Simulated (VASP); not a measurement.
```yaml
crystal:
  lattice:
    - [0.00000, 1.83263, 1.83263]
    - [1.83263, 0.00000, 1.83263]
    - [1.83263, 1.83263, 0.00000]
  atoms:
    - { symbol: Ni, position: [0.00000, 0.00000, 0.00000] }
    - { symbol: H, position: [0.50000, 0.50000, 0.50000] }
```

All values below come from PBEsol GGA with spin-orbit coupling, VASP's PBE PAW potentials (set 64) (plane waves; VASP). Settings: 400 eV cut-off, 15×15×15 Γ-centred mesh, Gaussian smearing of 0.050 eV, potentials Ni H.

Problem. Give the energies of bands 1 to 14 at the high-symmetry points, in eV from the Fermi level.

Solution. 
```tsv
band	Γ	X	U	L	W
1	-12.63	-7.84	-7.14	-6.52	-7.01
2	-12.63	-7.84	-7.14	-6.52	-7.01
3	-2.18	-3.82	-3.63	-5.07	-3.02
4	-2.18	-3.82	-3.63	-5.07	-3.02
5	-2.18	-0.60	-2.23	-2.45	-2.97
6	-2.18	-0.60	-2.23	-2.45	-2.97
7	-2.04	-0.33	-1.21	-2.31	-1.48
8	-2.04	-0.33	-1.21	-2.31	-1.48
9	-1.24	-0.21	-0.51	-0.54	-0.27
10	-1.24	-0.21	-0.51	-0.54	-0.27
11	-1.24	0.29	2.61	-0.46	3.30
12	-1.24	0.29	2.61	-0.46	3.30
13	15.24	3.88	3.75	3.85	5.38
14	15.24	3.88	3.75	3.85	5.38
```

It has no gap at this level: it comes out as a metal or semimetal.

The structure comes from a computed database's NiH entry (Fm-3m); how it stands against other phases isn't given here. It was relaxed first.
